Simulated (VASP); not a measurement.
Data:

```yaml
crystal:
  lattice:
    - [0.00000, 1.80916, 1.80916]
    - [1.80916, 0.00000, 1.80916]
    - [1.80916, 1.80916, 0.00000]
  atoms:
    - { symbol: Cu, position: [0.00000, 0.00000, 0.00000] }
```

The numbers are results of MS2 meta-GGA, VASP's PBE PAW potentials (set 64) (plane waves; VASP), not measurements. Numerical set-up: 520 eV cut-off, 18×18×18 Γ-centred mesh, first-order Methfessel-Paxton smearing of 0.10 eV, potentials Cu.

Q: Give the stress tensor in GPa (positive for a compressed cell).

A: 
```
-8.51   0.00   0.00
 0.00  -8.51   0.00
 0.00   0.00  -8.51
```
The pressure is its mean diagonal, -8.51 GPa.

The compound is Cu in the fcc structure. This cell is one point of a volume scan, at 1.06 of the reference volume.
